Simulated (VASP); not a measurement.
A run of VASP 6.6.1:

INCAR

```
  PREC = Normal
  ENCUT = 520
  EDIFF = 1E-4
  ISMEAR = 0
  SIGMA = 0.15
  LREAL = Auto
  LASPH = True
  NELM = 60
  ALGO = Fast
  ISIF = 3
  LWAVE = False
  LCHARG = False
  GGA = PE
  IBRION = 2
  NSW = 24
  EDIFFG = -0.08
  KPAR = 2
```

The input KPOINTS:

```
Automatic mesh
0
Gamma
  3 3 3
```

Contents of POSCAR:

```
Ta2SiO3
1.0
    5.2400000000      0.0000000000      0.0000000000
    0.0000000000      5.2400000000      0.0000000000
    0.0000000000      0.0000000000      5.2400000000
Ta Si O
4 2 6
Direct
    0.7500000000      0.2500000000      0.7500000000
    0.2500000000      0.7500000000      0.7500000000
    0.2500000000      0.2500000000      0.2500000000
    0.7500000000      0.7500000000      0.2500000000
    0.0000000000      0.0000000000      0.0000000000
    0.5000000000      0.5000000000      0.5000000000
    0.0000000000      0.5000000000      0.0000000000
    0.0000000000      0.5000000000      0.5000000000
    0.5000000000      0.0000000000      0.5000000000
    0.5000000000      0.0000000000      0.0000000000
    0.5000000000      0.5000000000      0.0000000000
    0.0000000000      0.0000000000      0.5000000000
```

Potentials or basis: VASP PAW PBE potentials, release 64 (Ta_pv, Si, O).

The run is started by

```console
$ cat potpaw_PBE.64/Ta_pv/POTCAR potpaw_PBE.64/Si/POTCAR potpaw_PBE.64/O/POTCAR > POTCAR
$ mpirun -np 2 vasp_std > vasp.out
```

Hardware: 2 MPI ranks on Intel(R) Xeon(R) Platinum 8488C (Sapphire Rapids) (shared host).

Q: How long does it take, and how much memory?

A: Wall time 23 s on 2 MPI ranks on Intel(R) Xeon(R) Platinum 8488C (Sapphire Rapids), with other jobs on the host, peak memory 0.17 GiB a rank. Counts: scf iterations 34, k points 4, ion steps 3.
